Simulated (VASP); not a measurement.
# YB17N18 (a cell with a defect) in VASP: notebook

Runs on YB17N18 (a cell with a defect). Level: PBE. Tasks: single point.

All numbers are computed with VASP 6.6.1; they aren't measurements. Logs are shortened: lines on timing, memory, paths and dates and some standing lists are left out, and cuts for length are marked.

## 1. The structure

The cell holds a defect, 36 atoms: a = 7.495 Å, b = 7.495 Å, c = 6.636 Å, α = 90.00°, β = 90.00°, γ = 120.00°.

## 2. Single point, PBE

File INCAR:

```
SYSTEM = YB17N18
PREC = Accurate
ENCUT = 520
EDIFF = 1E-6
ISMEAR = -1
SIGMA = 0.01
LREAL = Auto
LASPH = .TRUE.
NELM = 80
ALGO = Fast
ISIF = 2
LWAVE = .FALSE.
LCHARG = .TRUE.
GGA = PE
LELF = .TRUE.
LVHAR = .TRUE.
NBANDS = 100
```

File KPOINTS:

```
Automatic mesh
0
G
  3 3 3
  0 0 0
```

File POSCAR:

```
YB17N18
1.0
    7.4947200001      0.0000000000      0.0000000000
   -3.7473600000      6.4906179143      0.0000000000
    0.0000000000      0.0000000000      6.6357000000
Y B N
1 17 18
Direct
    0.1111111111      0.2222222222      0.2500000000
    0.1126492422      0.5679862399      0.2500000000
    0.1126492422      0.8779963356      0.2500000000
    0.4553369977      0.2206840911      0.2500000000
    0.4553369977      0.5679862399      0.2500000000
    0.4444444444      0.8888888889      0.2500000000
    0.7653470934      0.2206840911      0.2500000000
    0.7777777778      0.5555555556      0.2500000000
    0.7653470934      0.8779963356      0.2500000000
    0.2232840251      0.1100493082      0.7500000000
    0.2232840251      0.4465680502      0.7500000000
    0.2225643535      0.7779488434      0.7500000000
    0.5553844899      0.1107689799      0.7500000000
    0.5558876000      0.4446104667      0.7500000000
    0.5553844899      0.7779488434      0.7500000000
    0.8867652831      0.1100493082      0.7500000000
    0.8887228667      0.4446104667      0.7500000000
    0.8887228667      0.7774457333      0.7500000000
    0.1111111111      0.2222222222      0.7500000000
    0.1110209049      0.5556377611      0.7500000000
    0.1110209049      0.8887164772      0.7500000000
    0.4446168561      0.2223124284      0.7500000000
    0.4446168561      0.5556377611      0.7500000000
    0.4444444444      0.8888888889      0.7500000000
    0.7776955723      0.2223124284      0.7500000000
    0.7777777778      0.5555555556      0.7500000000
    0.7776955723      0.8887164772      0.7500000000
    0.2537639688      0.0795693645      0.2500000000
    0.2537639688      0.5075279376      0.2500000000
    0.2228485676      0.7780909505      0.2500000000
    0.5552423829      0.1104847657      0.2500000000
    0.5555089478      0.4444211406      0.2500000000
    0.5552423829      0.7780909505      0.2500000000
    0.8258053957      0.0795693645      0.2500000000
    0.8889121928      0.4444211406      0.2500000000
    0.8889121928      0.7778243855      0.2500000000
```

Potentials or basis: VASP PAW PBE potentials, release 64 (Y_sv, B, N).

The run is started by

```
cat potpaw_PBE.64/Y_sv/POTCAR potpaw_PBE.64/B/POTCAR potpaw_PBE.64/N/POTCAR > POTCAR
mpirun -np 1 vasp_std > vasp.out
```

OUTCAR:

```text
SYSTEM = YB17N18
   PREC = Accurate
   ENCUT = 520
   EDIFF = 1E-6
   ISMEAR = -1
   LREAL = Auto
   LASPH = .TRUE.
   NELM = 80
   ISIF = 2
   GGA = PE

 ion  position               nearest neighbor table
   1  0.111  0.222  0.250-  29 1.85  28 1.85  34 1.85   2 2.59   3 2.59   5 2.59   9 2.59   4 2.59
                             7 2.59  36 2.88  35 2.88  32 2.88
   2  0.113  0.568  0.250-  29 1.34  30 1.36  35 1.45   1 2.59
   3  0.113  0.878  0.250-  28 1.34  30 1.36  36 1.45   1 2.59
   4  0.455  0.221  0.250-  28 1.34  31 1.36  32 1.45   1 2.59
   5  0.455  0.568  0.250-  29 1.34  33 1.36  32 1.45   1 2.59
   6  0.444  0.889  0.250-  31 1.44  30 1.44  33 1.44
   7  0.765  0.221  0.250-  34 1.34  31 1.36  35 1.45   1 2.59
   8  0.778  0.556  0.250-  36 1.44  35 1.44  32 1.44
   9  0.765  0.878  0.250-  34 1.34  33 1.36  36 1.45   1 2.59
  10  0.223  0.110  0.750-  21 1.44  22 1.44  19 1.46
  11  0.223  0.447  0.750-  23 1.44  20 1.44  19 1.46
  12  0.223  0.778  0.750-  24 1.44  20 1.44  21 1.44
  13  0.555  0.111  0.750-  24 1.44  22 1.44  25 1.44
  14  0.556  0.445  0.750-  26 1.44  22 1.44  23 1.44
  15  0.555  0.778  0.750-  24 1.44  23 1.44  27 1.44
[... 14 lines left out ...]
  30  0.223  0.778  0.250-   3 1.36   2 1.36   6 1.44
  31  0.555  0.110  0.250-   7 1.36   4 1.36   6 1.44
  32  0.556  0.444  0.250-   8 1.44   5 1.45   4 1.45   1 2.88
  33  0.555  0.778  0.250-   9 1.36   5 1.36   6 1.44
  34  0.826  0.080  0.250-   9 1.34   7 1.34   1 1.85
  35  0.889  0.444  0.250-   8 1.44   2 1.45   7 1.45   1 2.88
  36  0.889  0.778  0.250-   8 1.44   3 1.45   9 1.45   1 2.88

  LATTYP: Found a hexagonal cell.
 ALAT       =     7.4947200001
 C/A-ratio  =     0.8853833098

  Lattice vectors:

 A1 = (   7.4947200001,   0.0000000000,   0.0000000000)
 A2 = (  -3.7473600000,   6.4906179143,   0.0000000000)
 A3 = (   0.0000000000,   0.0000000000,   6.6357000000)

Analysis of symmetry for initial positions (statically):
=====================================================================
 Subroutine PRICEL returns:
 Original cell was already a primitive cell.

 Routine SETGRP: Setting up the symmetry group for a
 hexagonal supercell.

 Subroutine GETGRP returns: Found 12 space group operations
 (whereof  2 operations were pure point group operations)
 out of a pool of 24 trial point group operations.

The static configuration has the point symmetry C_1h.
 The point group associated with its full space group is D_3h.

Analysis of symmetry for dynamics (positions and initial velocities):
=====================================================================
 Subroutine PRICEL returns:
 Original cell was already a primitive cell.

 Routine SETGRP: Setting up the symmetry group for a
 hexagonal supercell.

 Subroutine GETGRP returns: Found 12 space group operations
 (whereof  2 operations were pure point group operations)
 out of a pool of 24 trial point group operations.

The dynamic configuration has the point symmetry C_1h.
 The point group associated with its full space group is D_3h.

 Subroutine INISYM returns: Found 12 space group operations
 (whereof  2 operations are pure point group operations),
 and found     1 'primitive' translations

----------------------------------------------------------------------------------------

                                     Primitive cell

  volume of cell :     322.7960

  direct lattice vectors                    reciprocal lattice vectors
     7.494720000  0.000000000  0.000000000     0.133427266  0.077034268  0.000000000
    -3.747360000  6.490617914  0.000000000     0.000000000  0.154068536  0.000000000
     0.000000000  0.000000000  6.635700000     0.000000000  0.000000000  0.150700002

  length of vectors
     7.494720000  7.494720000  6.635700000     0.154068536  0.154068536  0.150700002

  position of ions in fractional coordinates (direct lattice)
     0.111111111  0.222222222  0.250000000
     0.112649242  0.567986240  0.250000000
     0.112649242  0.877996336  0.250000000
     0.455336998  0.220684091  0.250000000
     0.455336998  0.567986240  0.250000000
     0.444444444  0.888888889  0.250000000
[... 28 lines left out ...]
     0.888912193  0.444421141  0.250000000
     0.888912193  0.777824385  0.250000000

  ion indices of the primitive-cell ions
   primitive index   ion index
                 1           1
                 2           2
                 3           3
                 4           4
                 5           5
                 6           6
[... 28 lines left out ...]
                35          35
                36          36

----------------------------------------------------------------------------------------

 KPOINTS: Automatic mesh

Automatic generation of k-mesh.
 Grid dimensions read from file:
 generate k-points for:    3    3    3

 Generating k-lattice:

  Cartesian coordinates                     Fractional coordinates (reciprocal lattice)
     0.044475755  0.025678089  0.000000000     0.333333333  0.000000000  0.000000000
     0.000000000  0.051356179  0.000000000     0.000000000  0.333333333  0.000000000
     0.000000000  0.000000000  0.050233334     0.000000000  0.000000000  0.333333333

  Length of vectors
     0.051356179  0.051356179  0.050233334

  Shift w.r.t. Gamma in fractional coordinates (k-lattice)
     0.000000000  0.000000000  0.000000000

 Subroutine IBZKPT returns following result:
 ===========================================

 Found      6 irreducible k-points:

 Following reciprocal coordinates:
            Coordinates               Weight
  0.000000  0.000000  0.000000      1.000000
  0.333333 -0.000000  0.000000      6.000000
  0.333333  0.333333  0.000000      2.000000
  0.000000  0.000000  0.333333      2.000000
  0.333333 -0.000000  0.333333     12.000000
  0.333333  0.333333  0.333333      4.000000
   k-points           NKPTS =      6   k-points in BZ     NKDIM =      6   number of bands    NBANDS=    100
   number of dos      NEDOS =    301   number of ions     NIONS =     36
   total plane-waves  NPLWV = 156800
   dimension x,y,z NGX =    56 NGY =   56 NGZ =   50
   dimension x,y,z NGXF=   112 NGYF=  112 NGZF=  100
   ions per type =               1  17  18
   NGX,Y,Z   is equivalent  to a cutoff of  12.42, 12.42, 12.53 a.u.
   NGXF,Y,Z  is equivalent  to a cutoff of  24.84, 24.84, 25.05 a.u.
 SYSTEM =  YB17N18
   PREC   = accura    normal or accurate (medium, high low for compatibility)
   ISTART =      0    job   : 0-new  1-cont  2-samecut
   ICHARG =      2    charge: 1-file 2-atom 10-const
   ISPIN  =      1    spin polarized calculation?
   LNONCOLLINEAR =      F non collinear calculations
   LSORBIT =      F    spin-orbit coupling
   LASPH  =      T    aspherical Exc in radial PAW
   ENCUT  =  520.0 eV  38.22 Ry    6.18 a.u.  13.94 13.94 12.34*2*pi/ulx,y,z
   NELM   =     80;   NELMIN=  2; NELMDL= -5     # of ELM steps
   EDIFF  = 0.1E-05   stopping-criterion for ELM
   LREAL  =      T    real-space projection
   EDIFFG = 0.1E-04   stopping-criterion for IOM
   NSW    =      0    number of steps for IOM
   IBRION =     -1    ionic relax: 0-MD 1-quasi-New 2-CG
   NFREE  =      0    steps in history (QN), initial steepest desc. (CG)
   ISIF   =      2    stress and relaxation
   ISYM   =      2    0-nonsym 1-usesym 2-fastsym
   POTIM  = 0.5000    time-step for ionic-motion
   TEBEG  =    0.0;   TEEND  =   0.0 temperature during run
   PSTRESS=    0.0 pullay stress
   NELECT =     152.0000    total number of electrons
   NUPDOWN=      -1.0000    fix difference up-down
   EMIN   =  10.00;   EMAX   =-10.00  energy-range for DOS
   EFERMI =   0.00;   METHOD = LEGACY
   ISMEAR =    -1;   SIGMA  =   0.01  broadening in eV -4-tet -1-fermi 0-gaus
   EFERMI_NEDOS =   21; number of points for ismear=-14 and -15
   IALGO  =     68    algorithm
   IMIX   =      4    mixing-type and parameters
     AMIX     =   0.40;   BMIX     =  1.00
     AMIX_MAG =   1.60;   BMIX_MAG =  1.00
  volume/ion in A,a.u.               =       8.97        60.51
  Fermi-wavevector in a.u.,A,eV,Ry     =   1.273640  2.406830 22.070805  1.622158
  Thomas-Fermi vector in A             =   2.406452
   LORBIT       =      0    0 simple, 1 ext, 2 COOP (PROOUT), +10 PAW based schemes
   GGA     = PE    functional components
   LHFCALC =     F    Hartree Fock is set to
   AEXX    =    0.0000 exact exchange contribution
   IVDW    =     0    specifies the selected vdW correction
   LEPSILON=     F    determine dielectric tensor
   LRPA    =     F    only Hartree local field effects (RPA)
 non-spin polarized calculation
 RMM-DIIS sequential band-by-band and
  energy-cutoff  :      520.00
  volume of cell :      322.80
 maximum number of plane-waves:      8725
 NGX is ok and might be reduce to    56
   NGX = 27   NGY = 27   NGZ = 25

 number of electron     151.9999979 magnetization

 Free energy of the ion-electron system (eV)
  ---------------------------------------------------
  ext. energy  EPLUGINS =         0.00000000
  ---------------------------------------------------
  free energy    TOTEN  =      -303.47071759 eV

  energy without entropy =     -303.47071759  energy(sigma->0) =     -303.47071759

 E-fermi :   5.2429     XC(G=0): -10.2413

 val. band max:        4.9458261504   @ k =   0.3333   0.3333   0.0000
 cond. band min:       6.5664224458   @ k =   0.0000   0.0000   0.0000
 fundamental gap:      1.6205962955
 Fermi energy:         5.2428612544

 k-point     1 :       0.0000    0.0000    0.0000
  band No.  band energies     occupation
      1     -35.2791      2.00000
      2     -17.2939      2.00000
      3     -17.2939      2.00000
      4     -15.6018      2.00000
      5     -15.4849      2.00000
      6     -14.9116      2.00000
[... 80 lines left out ...]
     87       9.5236      0.00000
     88       9.6995      0.00000

 k-point     2 :       0.3333   -0.0000    0.0000
  band No.  band energies     occupation
      1     -35.2791      2.00000
      2     -17.3200      2.00000
      3     -17.2976      2.00000
      4     -15.6018      2.00000
      5     -15.2407      2.00000
      6     -14.6137      2.00000
[... 361 lines left out ...]
      4     -15.6220      2.00000
      5     -14.8167      2.00000
      6     -14.7127      2.00000
[... 80 lines left out ...]
     87       9.2254      0.00000
     88       9.5887      0.00000
 [bands above 88 left out]

------------------------ aborting loop because EDIFF is reached ----------------------------------------

  FORCE on cell =-STRESS in cart. coord.  units (eV):
  Direction    XX          YY          ZZ          XY          YZ          ZX
  --------------------------------------------------------------------------------------
  -------------------------------------------------------------------------------------
  Total       83.0909425     83.0909425      4.5413431      0.0000000     -0.0000000     -0.0000000
  in kB      412.4165337    412.4165337     22.5406636      0.0000000     -0.0000000     -0.0000000
  external PRESSURE =     282.4579103 kB  Pullay stress =       0.0000000 kB

 VOLUME and BASIS-vectors are now :
 -----------------------------------------------------------------------------
  energy-cutoff  :      520.00
  volume of cell :      322.80
      direct lattice vectors                 reciprocal lattice vectors
     7.494720000  0.000000000  0.000000000     0.133427266  0.077034268  0.000000000
    -3.747360000  6.490617914  0.000000000     0.000000000  0.154068536  0.000000000
     0.000000000  0.000000000  6.635700000     0.000000000  0.000000000  0.150700002

 POSITION                                       TOTAL-FORCE (eV/Angst)
 -----------------------------------------------------------------------------------
      0.00000      1.44236      1.65892        -0.000000     -0.000000      0.000000
     -1.28417      3.68658      1.65892        -0.008779     -0.019914     -0.000000
     -2.44589      5.69874      1.65892        -0.021635      0.002354      0.000000
      2.58564      1.43238      1.65892        -0.012857      0.017559      0.000000
      1.28417      3.68658      1.65892         0.008779     -0.019914      0.000000
     -0.00000      5.76944      1.65892        -0.000000     -0.000000      0.000000
[... 28 lines left out ...]
      4.99674      2.88457      1.65892         0.003974     -0.002294      0.000000
      3.74736      5.04856      1.65892         0.000000      0.004588     -0.000000
 -----------------------------------------------------------------------------------
    total drift:                                0.000003      0.000071      0.000000

  FREE ENERGIE OF THE ION-ELECTRON SYSTEM (eV)
  ---------------------------------------------------
  free  energy   TOTEN  =      -303.4707175876 eV

  energy  without entropy=     -303.4707175876  energy(sigma->0) =     -303.47071759
```

Run time: 3.6 min. Hardware: 1 thread of Intel Xeon 6975P-C (Granite Rapids), shared host; peak memory 0.47 GiB.

What came out:

```yaml
Free_energy: -303.4707 eV
Pressure: 28.2 GPa
Largest_force: 0.022 eV/Å
Band_gap_on_the_k_mesh: 1.62 eV, indirect (least direct gap 1.67 eV)
```

Forces in eV/Å, atoms in the order of the input:
```
Y    0.000  0.000  0.000
B   -0.009 -0.020  0.000
B   -0.022  0.002  0.000
B   -0.013  0.018  0.000
B    0.009 -0.020  0.000
B    0.000  0.000  0.000
B    0.013  0.018  0.000
B    0.000  0.000  0.000
B    0.022  0.002  0.000
B    0.003 -0.002  0.000
B    0.000  0.003  0.000
B    0.002  0.001  0.000
B    0.000 -0.002  0.000
B    0.000  0.000  0.000
B   -0.002  0.001  0.000
B   -0.003 -0.002  0.000
B    0.000  0.000  0.000
B    0.000  0.001  0.000
N    0.000  0.000  0.000
N    0.000  0.000  0.000
N    0.000  0.000  0.000
N    0.000  0.000  0.000
N    0.000  0.000  0.000
N    0.000  0.000  0.000
N    0.000  0.000  0.000
N    0.000  0.000  0.000
N    0.000  0.000  0.000
N    0.016 -0.009  0.000
N    0.000  0.019  0.000
N   -0.002 -0.001  0.000
N    0.000  0.002  0.000
N   -0.004 -0.002  0.000
N    0.002 -0.001  0.000
N   -0.016 -0.009  0.000
N    0.004 -0.002  0.000
N    0.000  0.005  0.000
```

Stress tensor (GPa, compression positive):
```
41.24  0.00  0.00
 0.00 41.24  0.00
 0.00  0.00  2.25
```

Levels at points of the mesh, in eV from the valence-band top:
```
           k point  band 74  band 75  band 76  band 77  band 78  band 79
(0.00, 0.00, 0.00)    -2.17    -0.63    -0.63     1.62     2.18     2.18
```

Caveat: a pressure of tens of GPa on the cell as given is suspect, and the run, the potentials or the cell itself is likely at fault.

## 3. Single point, PBE

File INCAR:

```
SYSTEM = YB17N18
ALGO = Fast
EDIFF = 1E-6
ENCUT = 520
GGA = PE
ISIF = 2
ISMEAR = -1
LASPH = .TRUE.
LCHARG = .FALSE.
LREAL = Auto
LWAVE = .FALSE.
NBANDS = 100
NELM = 100
PREC = Accurate
SIGMA = 0.01
```

File KPOINTS:

```
k-points
0
G
  3 3 3
  0 0 0
```

File POSCAR:

```
YB17N18
1.0
    7.4947200000      0.0000000000      0.0000000000
   -3.7473600000      6.4906179144      0.0000000000
    0.0000000000      0.0000000000      6.6357000000
Y B N
1 17 18
Direct
    0.1111111111      0.2222222222      0.2500000000
    0.1111111111      0.5555555556      0.2500000000
    0.1111111111      0.8888888889      0.2500000000
    0.4444444444      0.2222222222      0.2500000000
    0.4444444444      0.5555555556      0.2500000000
    0.4444444444      0.8888888889      0.2500000000
    0.7777777778      0.2222222222      0.2500000000
    0.7777777778      0.5555555556      0.2500000000
    0.7777777778      0.8888888889      0.2500000000
    0.2222222222      0.1111111111      0.7500000000
    0.2222222222      0.4444444444      0.7500000000
    0.2222222222      0.7777777778      0.7500000000
    0.5555555556      0.1111111111      0.7500000000
    0.5555555556      0.4444444444      0.7500000000
    0.5555555556      0.7777777778      0.7500000000
    0.8888888889      0.1111111111      0.7500000000
    0.8888888889      0.4444444444      0.7500000000
    0.8888888889      0.7777777778      0.7500000000
    0.1111111111      0.2222222222      0.7500000000
    0.1111111111      0.5555555556      0.7500000000
    0.1111111111      0.8888888889      0.7500000000
    0.4444444444      0.2222222222      0.7500000000
    0.4444444444      0.5555555556      0.7500000000
    0.4444444444      0.8888888889      0.7500000000
    0.7777777778      0.2222222222      0.7500000000
    0.7777777778      0.5555555556      0.7500000000
    0.7777777778      0.8888888889      0.7500000000
    0.2222222222      0.1111111111      0.2500000000
    0.2222222222      0.4444444444      0.2500000000
    0.2222222222      0.7777777778      0.2500000000
    0.5555555556      0.1111111111      0.2500000000
    0.5555555556      0.4444444444      0.2500000000
    0.5555555556      0.7777777778      0.2500000000
    0.8888888889      0.1111111111      0.2500000000
    0.8888888889      0.4444444444      0.2500000000
    0.8888888889      0.7777777778      0.2500000000
```

Potentials or basis: VASP PAW PBE potentials, release 64 (Y_sv, B, N).

The run is started by

```
cat potpaw_PBE.64/Y_sv/POTCAR potpaw_PBE.64/B/POTCAR potpaw_PBE.64/N/POTCAR > POTCAR
mpirun -np 1 vasp_std > vasp.out
```

It took 4.2 min on 1 thread of Intel Xeon 6975P-C (Granite Rapids), shared host; peak memory 0.47 GiB.

It converged, with:

```
Free energy            : -278.6395 eV
Pressure               : 44.6 GPa
Largest force          : 46.877 eV/Å
Band gap on the k mesh : none (metal or under the smearing width)
```

Forces in eV/Å, atoms in the order of the input:
```
Y     0.000   0.000   0.000
B    -0.162   1.808   0.000
B     1.485  -1.044   0.000
B     1.647  -0.764   0.000
B     0.162   1.808   0.000
B     0.000   0.000   0.000
B    -1.647  -0.764   0.000
B     0.000   0.000   0.000
B    -1.485  -1.044   0.000
B     0.408  -0.236   0.000
B     0.000   0.472   0.000
B     0.125   0.072   0.000
B     0.000  -0.144   0.000
B     0.057   0.033   0.000
B    -0.125   0.072   0.000
B    -0.408  -0.236   0.000
B    -0.057   0.033   0.000
B     0.000  -0.066   0.000
N     0.000   0.000   0.000
N     0.054  -0.134   0.000
N    -0.089   0.113   0.000
N    -0.143   0.020   0.000
N    -0.054  -0.134   0.000
N     0.000   0.000   0.000
N     0.143   0.020   0.000
N     0.000   0.000   0.000
N     0.089   0.113   0.000
N    40.597 -23.439   0.000
N     0.000  46.877   0.000
N    -0.400  -0.231   0.000
N     0.000   0.462   0.000
N    -0.016  -0.009   0.000
N     0.400  -0.231   0.000
N   -40.597 -23.439   0.000
N     0.016  -0.009   0.000
N     0.000   0.019   0.000
```

Stress tensor (GPa, compression positive):
```
65.71  0.00  0.00
 0.00 65.71  0.00
 0.00  0.00  2.41
```

Levels at points of the mesh, in eV from the Fermi level:
```tsv
k point	band 73	band 74	band 75	band 76	band 77	band 78	band 79	band 80
(0.00, 0.00, 0.00)	-3.96	-3.95	-0.63	-0.63	0.31	0.50	0.50	0.77
```

Caveat: a pressure of tens of GPa on the cell as given is suspect, and the run, the potentials or the cell itself is likely at fault.

[end of part 1 of 2]
